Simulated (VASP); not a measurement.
VASP ran on this input.

File KPOINTS:
```
Automatic mesh
0
Gamma
13 13 13
0 0 0
```

POSCAR:
```
CuF
1.0
  2.7282026214   0.0000000000   0.0000000000
  0.0000000000   2.7282026214   0.0000000000
  0.0000000000   0.0000000000   2.7282026214
Cu F
1 1
Direct
  0.0000000000   0.0000000000   0.0000000000
  0.5000000000   0.5000000000   0.5000000000
```

INCAR:
```
SYSTEM = CuF
PREC = Accurate; ENCUT = 620; LREAL = F
LASPH = T
EDIFF = 1E-6; NELM = 100; ALGO = Normal
LMAXMIX = 4
ISMEAR = 1; SIGMA = 0.1
GGA = PS
IBRION = 2; NSW = 40; ISIF = 3
EDIFFG = -0.02
LWAVE = F; LCHARG = F
```

POTCAR, in this order: Cu F (PBE.64 set). Program: vasp_std.

Q: Write an equivalent input for Quantum ESPRESSO's pw.x.

A: One equivalent input (not run):
```
&CONTROL
  calculation = 'vc-relax'
  pseudo_dir = './pseudo'
  outdir = './out'
  tprnfor = .true.
  tstress = .true.
  nstep = 40
  forc_conv_thr = 0.00078
/
&SYSTEM
  ibrav = 0
  nat = 2
  ntyp = 2
  ecutwfc = 92
  occupations = 'smearing'
  smearing = 'methfessel-paxton'
  degauss = 0.00735
  input_dft = 'pbesol'
/
&ELECTRONS
  conv_thr = 7.3e-08
  electron_maxstep = 100
/
&IONS
/
&CELL
/
ATOMIC_SPECIES
  Cu 63.546 Cu.upf
  F 18.998 F.upf
CELL_PARAMETERS angstrom
     2.7282026    0.0000000    0.0000000
     0.0000000    2.7282026    0.0000000
    -0.0000000    0.0000000    2.7282026
ATOMIC_POSITIONS crystal
  Cu   0.0000000  0.0000000  0.0000000
  F    0.5000000  0.5000000  0.5000000
K_POINTS automatic
  13 13 13 0 0 0
```
Limits of the translation: the potentials are each code's own (VASP's PAW set, PseudoDojo norm-conserving files in pw.x), so ENCUT and ecutwfc are chosen apart and not converted; conv_thr bounds pw.x's estimated SCF error, while EDIFF bounds the energy change between steps; forc_conv_thr acts on force components and is met together with etot_conv_thr.

The structure was generated: CuF was put into the CsCl type type (Pm-3m), which need not be its known phase. It was relaxed first, which changed the volume by +37 %.
